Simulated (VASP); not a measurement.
Energy against volume of MgS (rock salt). Calculation: RPBE GGA, VASP's PBE PAW potentials (set 64) (plane waves; VASP). Numerical set-up: 520 eV cut-off, 9×9×9 Γ-centred mesh, Gaussian smearing of 0.050 eV, potentials Mg S.

| V (Å³/atom) | E (eV/atom) |
|---|---|
| 17.207 | -3.97153 |
| 17.756 | -3.98391 |
| 18.305 | -3.98787 |
| 18.854 | -3.98459 |

Task: Fit these four points and predict the energy of the run at 19.403 Å³/atom.

Result: A cubic in V^(−2/3), the third-order Birch-Murnaghan form, passes through the four points with V0 = 18.32 Å³/atom and B0 = 70 GPa, and gives -3.9751 eV/atom there. The run gave -3.9751 eV/atom, -0.0 meV/atom from the fit; all five points give B0 = 70 GPa.

The compound is MgS in the rock salt structure. It was relaxed first.
